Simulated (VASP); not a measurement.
Energy against volume of HfB₂ (AlB2 type). Method: AM05 GGA, VASP's PBE PAW potentials (set 64) (plane waves; VASP). Settings: 520 eV cut-off, 11×11×9 Γ-centred mesh, first-order Methfessel-Paxton smearing of 0.10 eV, potentials Hf_pv B.

Shape and ions are relaxed at each volume.

```json
[
 {"V (Å³/atom)": "9.119", "E (eV/atom)": "-9.16240"},
 {"V (Å³/atom)": "9.410", "E (eV/atom)": "-9.18665"},
 {"V (Å³/atom)": "9.701", "E (eV/atom)": "-9.19404"},
 {"V (Å³/atom)": "9.992", "E (eV/atom)": "-9.18691"}
]
```

Question: Fit these four points and predict the energy of the run at 10.283 Å³/atom.

Answer: A cubic in V^(−2/3), the third-order Birch-Murnaghan form, passes through the four points with V0 = 9.70 Å³/atom and B0 = 266 GPa, and gives -9.1673 eV/atom there. The run gave -9.1673 eV/atom, +0.0 meV/atom from the fit; all five points give B0 = 266 GPa.

The compound is HfB2 in the AlB2 type structure. It was relaxed first.
